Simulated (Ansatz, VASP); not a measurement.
**Cross-check of Cu (Cu slab, plane (2, 1, 0)) between VASP and Ansatz**

Aim: how closely do two programs agree when they are given the same cell, functional and k mesh? Of the first pair: The structure shown is the start of the Ansatz relaxation below; VASP solves that cell, so the two are compared at the walk's first step.

Program: Ansatz 0.2.0. Level of theory: plane waves, with VASP 6.6.1 beside it; PBE. Results are calculated unless marked as measured.

## Step 1: Set-up

The cell holds 24 atoms: 24 Cu. Cell: a = 4.427 Å, b = 3.615 Å, c = 29.592 Å, α = 90.0°, β = 90.0°, γ = 65.9°. Vacuum lies along c.

## Step 2: Ansatz: relaxation, PBE

Ansatz runs on its PAW soft_1 files.

The two programs are compared at the cell with which this relaxation starts, whose forces are those of its first step.

The input, input.yaml:

```yaml
crystal:
  lattice:
    - [4.4274037203, 0.0, 0.0]
    - [1.4758012401, 3.2999918941, 0.0]
    - [0.0, 0.0, 29.5915814808]
  atoms:
    - { symbol: Cu, position: [0.2000000003, 0.8999999998, 0.1689669747] }
    - { symbol: Cu, position: [0.8000000003, 0.5999999998, 0.1962831771] }
    - { symbol: Cu, position: [0.4000000003, 0.2999999998, 0.2235993796] }
    - { symbol: Cu, position: [3.0e-10, 0.9999999998, 0.250915582] }
    - { symbol: Cu, position: [0.6000000003, 0.6999999998, 0.2782317844] }
    - { symbol: Cu, position: [0.2000000003, 0.3999999998, 0.3055479868] }
    - { symbol: Cu, position: [0.8000000002, 0.0999999998, 0.3328641892] }
    - { symbol: Cu, position: [0.4000000002, 0.7999999999, 0.3601803916] }
    - { symbol: Cu, position: [2.0e-10, 0.4999999999, 0.3874965941] }
    - { symbol: Cu, position: [0.6000000002, 0.1999999999, 0.4148127965] }
    - { symbol: Cu, position: [0.2000000002, 0.8999999999, 0.4421289989] }
    - { symbol: Cu, position: [0.8000000002, 0.5999999999, 0.4694452013] }
    - { symbol: Cu, position: [0.4000000002, 0.2999999999, 0.4967614037] }
    - { symbol: Cu, position: [1.0e-10, 0.9999999999, 0.5240776062] }
    - { symbol: Cu, position: [0.6000000001, 0.6999999999, 0.5513938086] }
    - { symbol: Cu, position: [0.2000000001, 0.3999999999, 0.578710011] }
    - { symbol: Cu, position: [0.8000000001, 0.0999999999, 0.6060262134] }
    - { symbol: Cu, position: [0.4000000001, 0.7999999999, 0.6333424158] }
    - { symbol: Cu, position: [1.0e-10, 0.5, 0.6606586182] }
    - { symbol: Cu, position: [0.6000000001, 0.2, 0.6879748207] }
    - { symbol: Cu, position: [0.2, 0.9, 0.7152910231] }
    - { symbol: Cu, position: [0.8, 0.6, 0.7426072255] }
    - { symbol: Cu, position: [0.4, 0.3, 0.7699234279] }
    - { symbol: Cu, position: [0.0, 0.0, 0.7972396303] }
kpoints:
  mp_grid: { grid: [7, 7, 1] }
hamiltonian:
  xc: pbe
  pseudopotentials: { kind: paw, azcp: { folder: soft_1 } }
scf:
  occupations: { method: fermi_dirac, width: 0.1 }
relax:
  f_tol: 0.03
  max_steps: 80
  constraints: [{ sites: [0, 1, 2, 3] }]
```

The run is started by

```sh
$ ansatz run input.yaml --threads 4 --pin off --max-ram 15360MiB --backend cpu --events-out ev --progress --plain --runs-dir out
```

Numbers of over 12 decimals in the logs are rounded to 6 here.

The program printed:

```text
Warning: crystal.symmetry: narrowed to the stabiliser of the relax constraints — unitary ops 4 → 2; lowered at sites 0, 1, 2, 3, 20, 21, 22, 23 (the operations that carried what is held of a site onto what its image site leaves free; the constrained walk keeps no symmetry that its constraints do not admit)
Engine: ansatz 0.2.0, x86_64-unknown-linux-gnu
Pseudopotentials: kind: paw
Pseudopotential: Cu, paw, valence charge 19, recommended cutoff 420 eV (normal), soft_1/Cu.paw.azcp
Functional definition: PBE
  parameter kappa = 0.804
  parameter beta = 0.066725
  exchange = pbe_x(kappa = kappa, mu = beta*pi^2/3)
  correlation = pbe_c(beta = beta)
Crystal: 24 atoms, lattice volume = 432.345 Å³
Basis set: ecut = 420 eV, 8449 PW (Γ), exchange–correlation on 60×50×400 points (8 copies of the dense FFT grid, shifted against one another)
Bands: 274, of which v1, the nominal top of the filled ones, is band 228 counted from 1 (227 counted from 0)
Symmetry: 2 space group operations
k-points: 16 of 49 (time reversal used)
Non-local potential: Cu, projectors of the file, l = 0: 3, l = 1: 2, l = 2: 3, l = 3: 1
PAW form: soft (Blöchl's): semilocal exchange-correlation on the pseudo side does not see the compensation charge
PAW one-centre angular grid: Cu, 590 points (default); XC on 64 Gauss nodes
Initial density: superposition of atomic densities (neutral atoms: chi_scale 0, normalization atom)
Initial wavefunctions: pseudopotential atomic-orbital guess
Functional: x = pbe(κ = 0.804, μ = 0.219515), c = pbe(β = 0.066725)
SCF iter   1: F=—  HF=-159022.166878 eV  |F-HF|=—  |Δ(HF+E_count)|=         —  Δρ=2.10e-1  dr2=1.15e2  ethr=3.10e-3  ⟨swp⟩=5.8  Hψ=16101  notcnv=0  defer=116
preconditioner: auto → LDOS  [metal: Δε(μ)=0.008 eV  Ē_g=8.326 eV  σ=0.100 eV  W_gap=0.02  n_scr=142 (ndim 8)  ℏωp=29.0 eV  f_vac=0.324  D(μ)=10.54/eV (n_scr^D=80)  β→1.0]
SCF iter   2: F=—  HF=-159173.330303 eV  |F-HF|=—  |Δ(HF+E_count)|=    1.51e2  Δρ=4.57e-1  dr2=5.59e2  ethr=3.10e-3  ⟨swp⟩=4.0  Hψ=13520  notcnv=0  defer=460  recentre
SCF iter   3: F=—  HF=-159002.599839 eV  |F-HF|=—  |Δ(HF+E_count)|=    1.71e2  Δρ=4.61e-2  dr2=6.24e0  ethr=3.10e-3  ⟨swp⟩=4.0  Hψ=11641  notcnv=0  defer=499
SCF iter   4: F=—  HF=-159001.630288 eV  |F-HF|=—  |Δ(HF+E_count)|=   9.70e-1  Δρ=2.08e-2  dr2=1.06e0  ethr=1.37e-3  ⟨swp⟩=2.2  Hψ=7230  notcnv=0  defer=492
SCF iter   5: F=—  HF=-159001.439301 eV  |F-HF|=—  |Δ(HF+E_count)|=   1.91e-1  Δρ=4.24e-3  dr2=4.81e-2  ethr=2.32e-4  ⟨swp⟩=2.0  Hψ=7504  notcnv=0  defer=494
SCF iter   6: F=—  HF=-159001.449682 eV  |F-HF|=—  |Δ(HF+E_count)|=   1.04e-2  Δρ=1.89e-3  dr2=8.08e-3  ethr=1.05e-5  ⟨swp⟩=2.0  Hψ=6049  notcnv=0  defer=494
SCF iter   7: F=—  HF=-159001.451609 eV  |F-HF|=—  |Δ(HF+E_count)|=   1.93e-3  Δρ=8.88e-4  dr2=2.41e-3  ethr=1.77e-6  ⟨swp⟩=2.0  Hψ=6024  notcnv=0  defer=494
SCF iter   8: F=—  HF=-159001.452511 eV  |F-HF|=—  |Δ(HF+E_count)|=   9.02e-4  Δρ=4.71e-4  dr2=1.11e-3  ethr=5.28e-7  ⟨swp⟩=2.0  Hψ=6133  notcnv=0  defer=494
SCF iter   9: F=—  HF=-159001.452435 eV  |F-HF|=—  |Δ(HF+E_count)|=   7.64e-5  Δρ=9.46e-5  dr2=1.43e-4  ethr=2.43e-7  ⟨swp⟩=2.0  Hψ=5661  notcnv=0  defer=494
SCF iter  10: F=-159001.452466 eV  HF=-159001.452456 eV  |F-HF|=1.01e-5  |Δ(HF+E_count)|=   2.09e-5  Δρ=6.99e-5  dr2=1.25e-5  ethr=4.93e-9  ⟨swp⟩=3.0  Hψ=15939  notcnv=0
SCF 1 converged in 10 iterations: F = -159001.452466 eV  dr2 = 1.25e-5
  greatest PAW one-centre occupation: 1.000 electrons in one spin orbital (limit 2), on the Cu atom at site 0 (counted from 0), in its partial waves of l = 0
relax step   1: F+E_penalty+E_count = -159001.45246607 eV  Δ(F+E_penalty+E_count) = +0.000e0 eV  max|allowed force component| = 5.361e-1 eV/Å  Δτ_max = 0.0000 Å  (10 SCF iters, dr2 threshold 2.25e-5 eV, accepted)
[...]
relax step   2: F+E_penalty+E_count = -159001.48259753 eV  Δ(F+E_penalty+E_count) = -3.013e-2 eV  max|allowed force component| = 3.381e-1 eV/Å  Δτ_max = 0.0506 Å  (7 SCF iters, dr2 threshold 1.80e-5 eV, accepted)
[...]
relax step   3: F+E_penalty+E_count = -159001.50302213 eV  Δ(F+E_penalty+E_count) = -2.042e-2 eV  max|allowed force component| = 5.710e-2 eV/Å  Δτ_max = 0.0997 Å  (7 SCF iters, dr2 threshold 7.14e-6 eV, accepted)
[...]
relax step   4: F+E_penalty+E_count = -159001.50439484 eV  Δ(F+E_penalty+E_count) = -1.373e-3 eV  max|allowed force component| = 1.399e-2 eV/Å  Δτ_max = 0.0222 Å  (8 SCF iters, accepted)
SCF converged after 8 iterations
Free energy (F): -159001.504395 eV
Harris-Foulkes:  -159001.504395 eV  (|F-HF|=6.03e-8)
Internal energy: -159001.257531 eV  (E = F + TS)
E sigma→0 (E₀):  -159001.380963 eV
Entropy (-TS):   -0.246864 eV (-10.286 meV/atom)
Fermi energy:    9.257653 eV
--- Per-component energies (eV) ---
  E_band       = -11999.834285
  E_kinetic    = 6274.304188
  E_local      = -845284.161487  (includes V_loc(G=0)·N_el)
  E_nonlocal   = 21380.812125
  E_hartree    = 412791.451560
  E_xc         = -1647.147074
  E_vxc        = -2126.154871  (∫ρ·V_xc dr)
  E_paw        = -43578.206509  (= ΣΔE_a)
  E_vpaw       = -17827.650708  (= ΣTr[D̂ρ^β])
  E_aug_tail   = 0.023813  (compensation charges beyond the density's cutoff)
  E_ewald      = 291061.665854
  E_smearing   = -0.246864  (= −TS)
  E_closure    = -0.000000  (closes the sum)
  Σ components = -159001.504395   (vs F -159001.504395, Δ=0.00e0)
--- Forces (eV/Å), atoms counted from 1 ---
  atom   1  Cu    -0.02861783     0.01279828     0.53990033
  atom   2  Cu     0.01510283    -0.00675419    -0.07503300
  atom   3  Cu     0.01010978    -0.00452123    -0.36775658
  atom   4  Cu    -0.00755865     0.00338033    -0.10905802
  atom   5  Cu    -0.00048047     0.00021487     0.00349700
  atom   6  Cu    -0.00119165     0.00053292     0.00154245
  atom   7  Cu    -0.00118365     0.00052934     0.00060512
  atom   8  Cu     0.00027545    -0.00012319    -0.00218972
  atom   9  Cu     0.00035674    -0.00015954    -0.00102571
  atom  10  Cu     0.00052476    -0.00023468     0.00223706
  atom  11  Cu     0.00155779    -0.00069667     0.00150155
  atom  12  Cu     0.00162719    -0.00072770     0.00039535
  atom  13  Cu    -0.00044082     0.00019714    -0.00096844
  atom  14  Cu     0.00107667    -0.00048150    -0.00186456
  atom  15  Cu     0.00153415    -0.00068609    -0.00368063
  atom  16  Cu     0.00054957    -0.00024577    -0.00045460
  atom  17  Cu     0.00251377    -0.00112419     0.00097631
  atom  18  Cu     0.00434258    -0.00194206    -0.00069100
  atom  19  Cu     0.00311248    -0.00139194    -0.01138373
  atom  20  Cu    -0.00692058     0.00309498     0.00277411
  atom  21  Cu     0.00461244    -0.00206275    -0.00069446
  atom  22  Cu    -0.00067303     0.00030099    -0.00123872
  atom  23  Cu     0.00749847    -0.00335342     0.01398601
  atom  24  Cu    -0.00774550     0.00346389     0.00856457
  max |Σ_I F_I| component: 5.93e-5 eV/Å
--- Relaxed structure (4 steps of the walk, 4 accepted, 0 SCFs on fresh bases) ---
  F+E_penalty+E_count = -159001.50439484 eV   max|allowed force component| = 1.399e-2 eV/Å
  atoms:
    - { symbol: Cu, position: [0.200000, 0.900000, 0.168966974725] }
    - { symbol: Cu, position: [0.800000, 0.600000, 0.196283] }
    - { symbol: Cu, position: [0.400000, 0.300000, 0.223599379575] }
    - { symbol: Cu, position: [3.124999148340635e-10, 1.000000, 0.250915581975] }
    - { symbol: Cu, position: [0.601133, 0.699433, 0.278865] }
    - { symbol: Cu, position: [0.202745, 0.398628, 0.306230] }
    - { symbol: Cu, position: [0.803857, 0.098071, 0.333560] }
    - { symbol: Cu, position: [0.403276, 0.798362, 0.361319] }
    - { symbol: Cu, position: [0.00317944, 0.498410, 0.388777] }
    - { symbol: Cu, position: [0.602830, 0.198585, 0.416177] }
    - { symbol: Cu, position: [0.202510, 0.898745, 0.443980] }
    - { symbol: Cu, position: [0.802550, 0.598725, 0.471426] }
    - { symbol: Cu, position: [0.403743, 0.298128, 0.498804] }
    - { symbol: Cu, position: [0.00391505, 0.998042, 0.526238] }
    - { symbol: Cu, position: [0.603842, 0.698079, 0.554048] }
    - { symbol: Cu, position: [0.203725, 0.398137, 0.581441] }
    - { symbol: Cu, position: [0.804234, 0.097883, 0.608923] }
    - { symbol: Cu, position: [0.403949, 0.798025, 0.636584] }
    - { symbol: Cu, position: [0.00493857, 0.497531, 0.664195] }
    - { symbol: Cu, position: [0.609082, 0.195459, 0.691330] }
    - { symbol: Cu, position: [0.210515, 0.894742, 0.718665] }
    - { symbol: Cu, position: [0.803299, 0.598351, 0.747991] }
    - { symbol: Cu, position: [0.407973, 0.296014, 0.773779] }
    - { symbol: Cu, position: [0.012991, -0.00649564, 0.797096] }
```

(Continued in part 2 of 3.)

[Lines on the potential files, build, host, timing and source positions are cut from VASP's logs without a mark.]

[Logs are printed without paths, hosts, clocks, repeated set-up lines and the standing remarks that a program may print on its own settings, such as how far it seeks lower states.]

[Hosts, paths, dates, database ids (printed as entryN), source tags and the programs' standing remarks are cut or masked in the printed files.]
